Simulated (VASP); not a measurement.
Input:

```yaml
crystal:
  lattice:
    - [3.23735, 0.00000, 0.00000]
    - [-1.61868, 2.80363, 0.00000]
    - [0.00000, 0.00000, 5.22206]
  atoms:
    - { symbol: Zn, position: [0.66667, 0.33333, 0.50059] }
    - { symbol: Zn, position: [0.33333, 0.66667, 0.00059] }
    - { symbol: O, position: [0.66667, 0.33333, 0.87972] }
    - { symbol: O, position: [0.33333, 0.66667, 0.37972] }
```

Level of theory: PBE GGA, VASP's PBE PAW potentials (set 64) (plane waves; VASP). Settings: 400 eV cut-off, 6×6×4 Γ-centred mesh, Fermi-Dirac smearing of 0.010 eV, potentials Zn O.

At this cut-off the stress carries a Pulay error, which pulls relaxed volumes low.

Q: Give the stress tensor in GPa (positive for a compressed cell).

A: 
```
2.05  0.00  0.00
0.00  2.05  0.00
0.00  0.00  2.01
```
The pressure is its mean diagonal, 2.03 GPa.

The structure comes from a computed database's ZnO entry; how it stands against other phases isn't given here. The cell was not relaxed at this level.
